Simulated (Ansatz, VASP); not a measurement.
# Sn2SeO: VASP beside Ansatz, part 2 of 3

One calculation is typed for both programs; each brings its own data sets. How far apart do they land? The cell is generated by rule, not measured, and may not be a known phase. The cell is taken from a series of runs on this material, whose earlier steps may have relaxed, scaled, displaced or heated it; both programs get it as it stands.

VASP 6.6.1 and Ansatz 0.2.0.

So far: The structure; Ansatz: zone-centre phonons, PBEsol.

### 3. VASP: zone-centre phonons, PBEsol

Level of this step: PBEsol; plane waves and PAW (Sn_d, Se, O); invented cell (VASP).

The same cell, functional, mesh and smearing now go to VASP, with its own data sets.

Lines of VASP's logs that name or quote its potential files are left out, and so is its time.

The input, INCAR:

```
SYSTEM = Sn2SeO
PREC = Accurate
ENCUT = 600
EDIFF = 1E-08
NELM = 120
ISMEAR = 1
SIGMA = 0.2
LREAL = .FALSE.
ALGO = Normal
GGA = PS
NBANDS = 26
LORBIT = 11
LWAVE = .FALSE.
LCHARG = .FALSE.
ISIF = 2
IBRION = 8
LASPH = .TRUE.
GGA_COMPAT = .FALSE.
KPAR = 2
```

The input, POSCAR:

```
Sn2SeO
1.0
    4.4371263411      0.0000000000      0.0000000000
    0.0000000000      4.4371263411      0.0000000000
    0.0000000000      0.0000000000      4.5707359328
Sn Se O
2 1 1
Direct
    0.5000000000      0.0000000000      0.2931417127
    0.0000000000      0.5000000000      0.7068582873
    0.0000000000      0.0000000000      0.0000000000
    0.5000000000      0.5000000000      0.0000000000
```

The input, KPOINTS:

```
Automatic mesh
0
Gamma
12 12 12
0 0 0
```

PAW data sets: Sn_d, Se and O (PBE family, release 64).

The run is started by

```console
mpirun -np 2 vasp_std
```

The log of the run:

```text
[banner, memory and clock lines left out]
running    2 mpi-ranks, on    1 nodes
 distrk:  each k-point on    1 cores,    2 groups
 distr:  one band on    1 cores,    1 groups

 POSCAR found type information on POSCAR SnSeO
 POSCAR found :  3 types and       4 ions
|                                                                             |
|               ----> ADVICE to this user running VASP <----                  |
|                                                                             |
|     You enforced a specific xc type in the INCAR file but a different       |
|     [... a line on the potential file left out ...]
|     I HOPE YOU KNOW WHAT YOU ARE DOING!                                     |
|                                                                             |

 LDA part: xc-table for (Slater+PW92), standard interpolation
 POSCAR, INCAR and KPOINTS ok, starting setup
 FFT: planning ... GRIDC
 FFT: planning ... GRID_SOFT
 FFT: planning ... GRID
 WAVECAR not read
 entering main loop
       N       E                     dE             d eps       ncg     rms          rms(c)
DAV:   1     0.394665597785E+03    0.39467E+03   -0.21791E+04 10292   0.233E+03
DAV:   2     0.393720543319E+02   -0.35529E+03   -0.34741E+03 10456   0.542E+02
DAV:   3    -0.184012744417E+02   -0.57773E+02   -0.56506E+02 12530   0.181E+02
DAV:   4    -0.213354573954E+02   -0.29342E+01   -0.29173E+01 11590   0.425E+01
DAV:   5    -0.214059861406E+02   -0.70529E-01   -0.70454E-01 12264   0.713E+00    0.964E+00
DAV:   6    -0.196073987218E+02    0.17986E+01   -0.17351E+01 15754   0.356E+01    0.813E+00
DAV:   7    -0.189923484706E+02    0.61505E+00   -0.75240E+00 11804   0.101E+01    0.277E+00
DAV:   8    -0.189378018337E+02    0.54547E-01   -0.65542E-01 10388   0.449E+00    0.909E-01
DAV:   9    -0.189374433302E+02    0.35850E-03   -0.46290E-02 13026   0.128E+00    0.359E-01
DAV:  10    -0.189372896019E+02    0.15373E-03   -0.10715E-02 13282   0.697E-01    0.127E-01
DAV:  11    -0.189373733051E+02   -0.83703E-04   -0.22858E-03 13860   0.249E-01    0.695E-02
DAV:  12    -0.189373335946E+02    0.39710E-04   -0.13199E-03 14226   0.180E-01    0.379E-02
DAV:  13    -0.189373036935E+02    0.29901E-04   -0.15302E-04 14142   0.614E-02    0.119E-02
DAV:  14    -0.189373026509E+02    0.10426E-05   -0.40497E-05 12348   0.361E-02    0.666E-03
DAV:  15    -0.189373022541E+02    0.39676E-06   -0.28957E-06 10988   0.964E-03    0.259E-03
DAV:  16    -0.189373021701E+02    0.84023E-07   -0.42190E-07 10174   0.408E-03    0.919E-04
DAV:  17    -0.189373021856E+02   -0.15504E-07   -0.10317E-07  9598   0.174E-03    0.220E-04
DAV:  18    -0.189373021851E+02    0.50477E-09   -0.86989E-09  5220   0.600E-04
   1 F= -.18937302E+02 E0= -.18937742E+02  d E =0.131939E-02
 Linear response reoptimize wavefunctions to high precision
DAV:   1    -0.189373021888E+02   -0.36753E-08   -0.16209E-09  5236   0.354E-04
DAV:   2    -0.189373021889E+02   -0.71850E-10   -0.43953E-10  5198   0.178E-04
 Linear response DOF=           7
 Linear response progress:
  Degree of freedom:   1/  7
       N       E                     dE             d eps       ncg     rms          rms(c)
RMM:   1    -0.217718052672E+00   -0.21772E+00    0.37518E-01 34012   0.925E+00
RMM:   2    -0.222965695758E+00   -0.52476E-02   -0.17234E-02 47753   0.927E-01    0.890E-02
RMM:   3    -0.223014627857E+00   -0.48932E-04   -0.13348E-03 49024   0.238E-01    0.457E-02
RMM:   4    -0.222834859320E+00    0.17977E-03   -0.11182E-04 51560   0.809E-02    0.126E-02
RMM:   5    -0.222825178556E+00    0.96808E-05   -0.14756E-05 51893   0.272E-02    0.455E-03
RMM:   6    -0.222838404387E+00   -0.13226E-04   -0.88076E-07 53201   0.979E-03    0.192E-03
RMM:   7    -0.222841781962E+00   -0.33776E-05    0.16126E-07 53555   0.388E-03    0.132E-03
RMM:   8    -0.222844416320E+00   -0.26344E-05    0.20149E-07 53755   0.152E-03    0.577E-04
RMM:   9    -0.222843988408E+00    0.42791E-06    0.81230E-08 52134   0.780E-04    0.626E-05
RMM:  10    -0.222843898335E+00    0.90073E-07    0.64121E-08 55588   0.339E-04    0.343E-05
RMM:  11    -0.222843750455E+00    0.14788E-06    0.98155E-08 54407   0.167E-04    0.104E-05
RMM:  12    -0.222843760036E+00   -0.95802E-08    0.60568E-08 56849   0.864E-05    0.624E-06
 first order change of Fermi-energy  -0.41853E-03
 force on displaced ion       1 direction 1 :  -9.610   0.000  -0.002
 Linear response progress:
  Degree of freedom:   2/  7
       N       E                     dE             d eps       ncg     rms          rms(c)
RMM:   1    -0.214468747082E+00   -0.21447E+00    0.68369E-01 33913   0.112E+01
RMM:   2    -0.220739297877E+00   -0.62706E-02   -0.15855E-02 47536   0.879E-01    0.635E-02
RMM:   3    -0.220801210577E+00   -0.61913E-04   -0.13320E-03 48611   0.235E-01    0.319E-02
RMM:   4    -0.220649082058E+00    0.15213E-03   -0.97083E-05 50292   0.741E-02    0.141E-02
RMM:   5    -0.220609750721E+00    0.39331E-04   -0.16005E-05 50552   0.256E-02    0.550E-03
RMM:   6    -0.220606137400E+00    0.36133E-05   -0.24855E-06 51959   0.945E-03    0.203E-03
RMM:   7    -0.220608013491E+00   -0.18761E-05   -0.68697E-07 52517   0.376E-03    0.889E-04
RMM:   8    -0.220608555741E+00   -0.54225E-06   -0.10587E-07 52434   0.145E-03    0.427E-04
RMM:   9    -0.220608855873E+00   -0.30013E-06    0.45508E-08 51734   0.680E-04    0.726E-05
[...]
RMM:   9    -0.220752408916E+00   -0.13524E-05    0.25021E-07 35205   0.125E-03    0.355E-04
RMM:  10    -0.220753654643E+00   -0.12457E-05    0.11047E-07 35008   0.464E-04    0.393E-05
RMM:  11    -0.220753826854E+00   -0.17221E-06    0.75422E-08 35691   0.192E-04    0.259E-05
RMM:  12    -0.220754025877E+00   -0.19902E-06    0.33963E-08 35276   0.952E-05    0.286E-06
RMM:  13    -0.220754045872E+00   -0.19995E-07    0.10902E-08 36941   0.483E-05    0.220E-06
RMM:  14    -0.220754043110E+00    0.27624E-08    0.39575E-09 35001   0.269E-05    0.114E-06
 first order change of Fermi-energy  -0.64720E+00
 force on displaced ion       1 direction 3 :   0.000   0.000  -6.453
 Linear response progress:
  Degree of freedom:   4/  7
       N       E                     dE             d eps       ncg     rms          rms(c)
RMM:   1    -0.926599882221E-01   -0.92660E-01    0.56531E-02 55036   0.132E+00
RMM:   2    -0.884734015164E-01    0.41866E-02   -0.40873E-03 42711   0.346E-01    0.997E-02
RMM:   3    -0.887160096621E-01   -0.24261E-03   -0.28594E-04 47662   0.995E-02    0.518E-02
RMM:   4    -0.890877118542E-01   -0.37170E-03   -0.79174E-05 48303   0.532E-02    0.717E-03
RMM:   5    -0.890952757660E-01   -0.75639E-05   -0.63022E-06 49660   0.148E-02    0.415E-03
RMM:   6    -0.890890197022E-01    0.62561E-05   -0.75753E-07 50343   0.417E-03    0.261E-03
RMM:   7    -0.890884521735E-01    0.56753E-06   -0.28954E-08 49495   0.130E-03    0.159E-03
RMM:   8    -0.890896794795E-01   -0.12273E-05    0.12775E-09 49764   0.855E-04    0.241E-04
RMM:   9    -0.890899596775E-01   -0.28020E-06    0.17425E-08 51517   0.217E-04    0.800E-05
RMM:  10    -0.890899479420E-01    0.11736E-07    0.74332E-08 50706   0.983E-05    0.125E-05
RMM:  11    -0.890899646944E-01   -0.16752E-07    0.35258E-08 52278   0.347E-05    0.577E-06
RMM:  12    -0.890899602421E-01    0.44522E-08    0.11906E-09 50813   0.158E-05    0.116E-06
 first order change of Fermi-energy   0.63325E-03
 force on displaced ion       3 direction 1 :  -8.500   0.000  -0.000
 Linear response progress:
  Degree of freedom:   5/  7
       N       E                     dE             d eps       ncg     rms          rms(c)
RMM:   1    -0.923139085032E-01   -0.92314E-01    0.63121E-02 41006   0.136E+00
RMM:   2    -0.884939070190E-01    0.38200E-02   -0.50172E-03 28470   0.439E-01    0.832E-02
RMM:   3    -0.885901790109E-01   -0.96272E-04   -0.36421E-04 29112   0.164E-01    0.453E-02
RMM:   4    -0.888177717334E-01   -0.22759E-03   -0.78277E-05 31759   0.612E-02    0.924E-03
RMM:   5    -0.888371944989E-01   -0.19423E-04   -0.49648E-06 32736   0.177E-02    0.490E-03
RMM:   6    -0.888365821310E-01    0.61237E-06   -0.16862E-07 32537   0.665E-03    0.167E-03
RMM:   7    -0.888385717273E-01   -0.19896E-05    0.44211E-07 31635   0.206E-03    0.838E-04
RMM:   8    -0.888408156464E-01   -0.22439E-05    0.26661E-07 31902   0.972E-04    0.215E-04
RMM:   9    -0.888411519043E-01   -0.33626E-06    0.21614E-07 33726   0.366E-04    0.798E-05
RMM:  10    -0.888411067895E-01    0.45115E-07    0.22044E-07 31186   0.150E-04    0.240E-05
RMM:  11    -0.888411227273E-01   -0.15938E-07    0.39073E-08 35164   0.522E-05    0.710E-06
RMM:  12    -0.888411271619E-01   -0.44346E-08    0.32180E-09 32173   0.261E-05    0.143E-06
 first order change of Fermi-energy   0.38078E-03
 force on displaced ion       3 direction 3 :   0.000   0.000  -9.049
 Linear response progress:
  Degree of freedom:   6/  7
       N       E                     dE             d eps       ncg     rms          rms(c)
RMM:   1    -0.370829256814E+00   -0.37083E+00    0.37339E-01 51944   0.258E+00
RMM:   2    -0.365636529619E+00    0.51927E-02   -0.78744E-03 43095   0.450E-01    0.968E-02
RMM:   3    -0.366351952880E+00   -0.71542E-03   -0.60348E-04 46950   0.131E-01    0.542E-02
RMM:   4    -0.367181081418E+00   -0.82913E-03   -0.24156E-04 46404   0.830E-02    0.119E-02
RMM:   5    -0.367181043745E+00    0.37673E-07   -0.14843E-05 48816   0.227E-02    0.331E-03
RMM:   6    -0.367161125488E+00    0.19918E-04   -0.15558E-06 50143   0.679E-03    0.148E-03
RMM:   7    -0.367152576358E+00    0.85491E-05   -0.25539E-07 49728   0.254E-03    0.391E-04
RMM:   8    -0.367153694048E+00   -0.11177E-05   -0.67782E-09 50212   0.679E-04    0.176E-04
RMM:   9    -0.367155196253E+00   -0.15022E-05    0.10791E-08 50416   0.240E-04    0.692E-05
RMM:  10    -0.367154726452E+00    0.46980E-06    0.27434E-08 50028   0.121E-04    0.139E-05
RMM:  11    -0.367154699784E+00    0.26668E-07   -0.13100E-08 52928   0.422E-05    0.406E-06
RMM:  12    -0.367154648982E+00    0.50802E-07   -0.66919E-09 51715   0.155E-05    0.138E-06
RMM:  13    -0.367154663313E+00   -0.14331E-07   -0.70804E-09 43683   0.641E-06    0.244E-07
RMM:  14    -0.367154660788E+00    0.25245E-08   -0.16437E-09 28796   0.325E-06    0.909E-08
 first order change of Fermi-energy  -0.15934E-03
 force on displaced ion       4 direction 1 :  -0.233   0.000  -0.000
 Linear response progress:
  Degree of freedom:   7/  7
       N       E                     dE             d eps       ncg     rms          rms(c)
RMM:   1    -0.370955223881E+00   -0.37096E+00    0.39215E-01 34187   0.256E+00
RMM:   2    -0.365241093082E+00    0.57141E-02   -0.68633E-03 27900   0.419E-01    0.862E-02
RMM:   3    -0.365872439307E+00   -0.63135E-03   -0.54500E-04 29465   0.130E-01    0.455E-02
RMM:   4    -0.366593129880E+00   -0.72069E-03   -0.25225E-04 30251   0.829E-02    0.117E-02
RMM:   5    -0.366600915764E+00   -0.77859E-05   -0.28116E-05 28917   0.314E-02    0.301E-03
RMM:   6    -0.366580080588E+00    0.20835E-04   -0.33448E-06 32889   0.104E-02    0.137E-03
RMM:   7    -0.366571985101E+00    0.80955E-05   -0.67278E-07 30856   0.355E-03    0.707E-04
RMM:   8    -0.366570908222E+00    0.10769E-05   -0.43650E-07 32141   0.160E-03    0.227E-04
RMM:   9    -0.366572121803E+00   -0.12136E-05   -0.46418E-08 31656   0.457E-04    0.702E-05
RMM:  10    -0.366571683399E+00    0.43840E-06   -0.29258E-08 32909   0.184E-04    0.216E-05
RMM:  11    -0.366571712866E+00   -0.29467E-07   -0.52313E-08 34816   0.571E-05    0.616E-06
RMM:  12    -0.366571673024E+00    0.39842E-07   -0.80850E-09 34207   0.207E-05    0.170E-06
RMM:  13    -0.366571694234E+00   -0.21210E-07   -0.10476E-08 34648   0.871E-06    0.543E-07
RMM:  14    -0.366571695817E+00   -0.15830E-08   -0.19909E-09 29219   0.411E-06    0.176E-07
 first order change of Fermi-energy   0.14071E-03
 force on displaced ion       4 direction 3 :   0.000   0.000  -1.567
 Linear response finished
```

(Continued in part 3 of 3.)

[Lines on the potential files, build, host, timing and source positions are cut from VASP's logs without a mark.]

[Logs are printed without paths, hosts, clocks, repeated set-up lines and the standing remarks that a program may print on its own settings, such as how far it seeks lower states.]

[Hosts, paths, dates, database ids (printed as entryN), source tags and the programs' standing remarks are cut or masked in the printed files.]
